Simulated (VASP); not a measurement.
Calculation: r2SCAN meta-GGA, VASP's PBE PAW potentials (set 64) (plane waves; VASP).

Input for VASP

**INCAR**
```
ALGO = Normal
EDIFF = 1E-6
EDIFFG = -0.01
ENCUT = 400
IBRION = 2
ISIF = 3
ISMEAR = 1
LASPH = .TRUE.
LCHARG = .FALSE.
LMAXMIX = 4
LMIXTAU = .TRUE.
LREAL = .FALSE.
LWAVE = .FALSE.
METAGGA = R2SCAN
NELM = 100
NSW = 60
PREC = Accurate
SIGMA = 0.1
SYSTEM = MoSb
```

KPOINTS:
```
Regular mesh
0
G
9 9 9
0 0 0
```

File POSCAR:
```
MoSb
1.0
  0.0000000000   3.3832730000   3.3832730000
  3.3832730000   0.0000000000   3.3832730000
  3.3832730000   3.3832730000   0.0000000000
Mo Sb
1 1
Cartesian
  0.0000000000   0.0000000000   0.0000000000
  1.6916365000   1.6916365000   1.6916365000
```

POTCAR, in this order: Mo_sv Sb (PBE.64 set). Program: vasp_std.

Output

OSZICAR:
```
       N       E                     dE             d eps       ncg     rms          rms(c)
DAV:   1     0.202093112471E+02    0.20209E+02   -0.82584E+03  1310   0.103E+03
DAV:   2    -0.519798384670E+02   -0.72189E+02   -0.70856E+02  1115   0.244E+02
DAV:   3    -0.549864581079E+02   -0.30066E+01   -0.28605E+01  1217   0.381E+01
DAV:   4    -0.550599201636E+02   -0.73462E-01   -0.72120E-01  1010   0.616E+00
DAV:   5    -0.550612026867E+02   -0.12825E-02   -0.12823E-02  1149   0.906E-01    0.683E+00
DAV:   6    -0.492571062455E+02    0.58041E+01   -0.84761E+00   953   0.272E+01    0.368E+00
DAV:   7    -0.480106706360E+02    0.12464E+01   -0.19215E+00  1115   0.108E+01    0.213E+00
DAV:   8    -0.480716468372E+02   -0.60976E-01   -0.25637E-01  1075   0.363E+00    0.982E-01
DAV:   9    -0.478291935748E+02    0.24245E+00   -0.48878E-01  1051   0.505E+00    0.610E-01
DAV:  10    -0.480904949111E+02   -0.26130E+00   -0.14847E-01   966   0.318E+00    0.255E-01
DAV:  11    -0.480867716940E+02    0.37232E-02   -0.31610E-03  1004   0.457E-01    0.193E-01
DAV:  12    -0.480660666094E+02    0.20705E-01   -0.46274E-02  1006   0.149E+00    0.164E-01
DAV:  13    -0.480921584202E+02   -0.26092E-01   -0.10302E-02   920   0.788E-01    0.830E-02
DAV:  14    -0.480947966060E+02   -0.26382E-02   -0.14281E-03  1041   0.243E-01    0.277E-02
DAV:  15    -0.480954184385E+02   -0.62183E-03   -0.53487E-04  1075   0.160E-01    0.227E-02
DAV:  16    -0.480954326813E+02   -0.14243E-04   -0.40696E-05   970   0.634E-02    0.193E-02
DAV:  17    -0.480954185269E+02    0.14154E-04   -0.20847E-06   787   0.132E-02    0.208E-02
DAV:  18    -0.480954663795E+02   -0.47853E-04   -0.36195E-05   979   0.449E-02    0.259E-03
DAV:  19    -0.480954726120E+02   -0.62325E-05   -0.31480E-06   976   0.142E-02    0.318E-03
DAV:  20    -0.480954733915E+02   -0.77957E-06   -0.79531E-07   495   0.870E-03
   1 F= -.48095473E+02 E0= -.48092025E+02  d E =-.480955E+02
       N       E                     dE             d eps       ncg     rms          rms(c)
DAV:   1    -0.105856229446E+03   -0.57761E+02   -0.12986E+03   910   0.391E+02    0.800E+01
DAV:   2    -0.517022020701E+02    0.54154E+02   -0.15195E+02   910   0.150E+02    0.186E+01
DAV:   3    -0.492803822989E+02    0.24218E+01   -0.15557E+01   988   0.363E+01    0.169E+01
DAV:   4    -0.485752638151E+02    0.70512E+00   -0.60489E+00   965   0.172E+01    0.498E+00
DAV:   5    -0.486271462272E+02   -0.51882E-01   -0.17531E+00   970   0.139E+01    0.206E+00
DAV:   6    -0.486235229118E+02    0.36233E-02   -0.63875E-02  1015   0.236E+00    0.140E+00
DAV:   7    -0.486166726311E+02    0.68503E-02   -0.54817E-02  1085   0.214E+00    0.241E-01
DAV:   8    -0.486177532451E+02   -0.10806E-02   -0.24626E-02   990   0.140E+00    0.179E-01
DAV:   9    -0.486232427647E+02   -0.54895E-02   -0.65448E-03   980   0.786E-01    0.125E-01
DAV:  10    -0.486236616064E+02   -0.41884E-03   -0.33634E-04   970   0.163E-01    0.504E-02
DAV:  11    -0.486236785954E+02   -0.16989E-04   -0.18349E-05  1010   0.580E-02    0.256E-02
DAV:  12    -0.486236796593E+02   -0.10638E-05   -0.15049E-05   945   0.554E-02    0.167E-02
DAV:  13    -0.486236903538E+02   -0.10695E-04   -0.97504E-06   930   0.452E-02    0.139E-03
DAV:  14    -0.486236907534E+02   -0.39959E-06   -0.58986E-07   605   0.126E-02
   2 F= -.48623691E+02 E0= -.48622268E+02  d E =-.528217E+00
       N       E                     dE             d eps       ncg     rms          rms(c)
DAV:   1    -0.616765922808E+02   -0.13053E+02   -0.22428E+02   920   0.186E+02    0.407E+01
DAV:   2    -0.538954050414E+02    0.77812E+01   -0.17497E+02   946   0.960E+01    0.169E+01
DAV:   3    -0.496165190691E+02    0.42789E+01   -0.10552E+01   920   0.257E+01    0.119E+01
DAV:   4    -0.492079376959E+02    0.40858E+00   -0.16184E+00  1054   0.772E+00    0.907E+00
DAV:   5    -0.494233921915E+02   -0.21545E+00   -0.82244E-01   980   0.813E+00    0.433E+00
DAV:   6    -0.490220335472E+02    0.40136E+00   -0.16728E+00   980   0.893E+00    0.668E-01
DAV:   7    -0.492253272685E+02   -0.20329E+00   -0.12004E-01   925   0.308E+00    0.901E-01
DAV:   8    -0.492265446948E+02   -0.12174E-02   -0.13707E-03  1120   0.336E-01    0.709E-01
DAV:   9    -0.492364061561E+02   -0.98615E-02   -0.39776E-03   969   0.580E-01    0.959E-02
DAV:  10    -0.492389165544E+02   -0.25104E-02   -0.22469E-03  1102   0.333E-01    0.448E-02
DAV:  11    -0.492392485412E+02   -0.33199E-03   -0.13553E-04  1045   0.975E-02    0.253E-02
DAV:  12    -0.492392671136E+02   -0.18572E-04   -0.15461E-04  1030   0.108E-01    0.128E-02
DAV:  13    -0.492392874700E+02   -0.20356E-04   -0.78400E-06   950   0.309E-02    0.121E-02
DAV:  14    -0.492393106248E+02   -0.23155E-04   -0.17014E-05   993   0.349E-02    0.414E-03
DAV:  15    -0.492393107827E+02   -0.15794E-06   -0.13791E-06   555   0.105E-02
   3 F= -.49239311E+02 E0= -.49237137E+02  d E =-.114384E+01
       N       E                     dE             d eps       ncg     rms          rms(c)
DAV:   1    -0.492515570454E+02   -0.12246E-01   -0.23977E-01   935   0.585E+00    0.773E-01
DAV:   2    -0.492414014610E+02    0.10156E-01   -0.70782E-02   935   0.242E+00    0.228E-01
DAV:   3    -0.492400923295E+02    0.13091E-02   -0.40569E-03   943   0.487E-01    0.944E-02
DAV:   4    -0.492397526407E+02    0.33969E-03   -0.12256E-03  1005   0.294E-01    0.268E-02
DAV:   5    -0.492399619703E+02   -0.20933E-03   -0.49064E-04   975   0.188E-01    0.250E-02
DAV:   6    -0.492399706476E+02   -0.86773E-05   -0.23389E-04   965   0.121E-01    0.138E-02
DAV:   7    -0.492400464538E+02   -0.75806E-04   -0.27039E-05   930   0.416E-02    0.261E-03
DAV:   8    -0.492400570000E+02   -0.10546E-04   -0.53805E-06   980   0.207E-02    0.136E-03
DAV:   9    -0.492400576422E+02   -0.64227E-06   -0.27940E-07   485   0.481E-03
   4 F= -.49240058E+02 E0= -.49237899E+02  d E =-.114458E+01
```

File OUTCAR:
```
------------------------ aborting loop because EDIFF is reached ----------------------------------------
  FORCE on cell =-STRESS in cart. coord.  units (eV):
  Direction    XX          YY          ZZ          XY          YZ          ZX
  --------------------------------------------------------------------------------------
  Total       -0.0186649     -0.0186649     -0.0186649     -0.0000000     -0.0000000      0.0000000
  in kB       -0.5275342     -0.5275342     -0.5275342     -0.0000000     -0.0000000      0.0000000
  external PRESSURE =      -0.5275342 kB  Pullay stress =       0.0000000 kB
  volume of cell :       56.69
      direct lattice vectors                 reciprocal lattice vectors
    -0.000000000  3.048958833  3.048958833    -0.163990407  0.163990407  0.163990407
     3.048958833  0.000000000  3.048958833     0.163990407 -0.163990407  0.163990407
     3.048958833  3.048958833 -0.000000000     0.163990407  0.163990407 -0.163990407
 POSITION                                       TOTAL-FORCE (eV/Angst)
 -----------------------------------------------------------------------------------
      3.04896      0.00000      3.04896         0.000000      0.000000      0.000000
      1.52448      1.52448      1.52448        -0.000000     -0.000000     -0.000000
 -----------------------------------------------------------------------------------
    total drift:                               -0.000000     -0.000000     -0.000000
  FREE ENERGIE OF THE ION-ELECTRON SYSTEM (eV)
  ---------------------------------------------------
  free  energy   TOTEN  =       -49.2400576422 eV

  energy  without entropy=      -49.2335812231  energy(sigma->0) =      -49.23789884

 reached required accuracy - stopping structural energy minimisation
```
(Selected blocks of OUTCAR.)

File CONTCAR:
```
MoSb
   1.00000000000000
    -0.0000000000000000    3.0489588326042867    3.0489588326042867
     3.0489588326042867    0.0000000000000000    3.0489588326042867
     3.0489588326042867    3.0489588326042867   -0.0000000000000000
  Mo              Sb
     1     1
Direct
     0.0000000000000000    1.0000000000000000    0.0000000000000000
     0.2500000000000000    0.2500000000000000    0.2500000000000000
```

**OUTCAR**
```
 val. band max:        5.9141331314   @ k =   0.3333   0.2222   0.1111

 cond. band min:       5.9192429078   @ k =   0.2222   0.2222   0.0000


 Fermi energy:         5.9187279272

 k-point     1 :       0.0000    0.0000    0.0000
  band No.  band energies     occupation
      1     -56.5865      2.00000
      2     -30.0029      2.00000
      3     -30.0029      2.00000
      4     -30.0029      2.00000
      5      -4.5959      2.00000
      6       3.0588      2.00000
      7       3.0588      2.00000
      8       3.0588      2.00000
      9       5.7597      2.04707
     10       5.7597      2.04707
     11      10.1846      0.00000
     12      11.6674      0.00000
     13      11.6674      0.00000

 k-point     2 :       0.1111    0.0000    0.0000
  band No.  band energies     occupation
      1     -56.5863      2.00000
      2     -30.0063      2.00000
      3     -30.0035      2.00000
      4     -30.0035      2.00000
      5      -4.4885      2.00000
      6       2.9137      2.00000
      7       3.1103      2.00000
      8       3.1103      2.00000
      9       5.7281      2.02137
     10       5.7281      2.02137
     11      10.0708      0.00000
     12      11.1060      0.00000
     13      11.3818      0.00000

 k-point     3 :       0.2222    0.0000    0.0000
  band No.  band energies     occupation
      1     -56.5858      2.00000
      2     -30.0149      2.00000
      3     -30.0049      2.00000
      4     -30.0049      2.00000
      5      -4.1995      2.00000
      6       2.5928      2.00000
      7       3.2303      2.00000
      8       3.2303      2.00000
      9       5.6995      2.00817
     10       5.6995      2.00817
     11       8.6924      0.00000
     12      10.7080      0.00000
     13      10.7080      0.00000

 k-point     4 :       0.3333    0.0000    0.0000
  band No.  band energies     occupation
      1     -56.5853      2.00000
      2     -30.0246      2.00000
      3     -30.0064      2.00000
...
```

Energy and stress use the plane-wave basis of the starting cell. Unless said otherwise, spin-orbit coupling is left out, though it shifts the bands of the heavy elements here.

The structure was generated: MoSb was put into the zinc blende type (F-43m), which need not be its known phase. This run relaxes it. Symmetry was kept, so distortions that lower it aren't found. The electron count is odd and the run is not spin-polarised, which forces a metal.
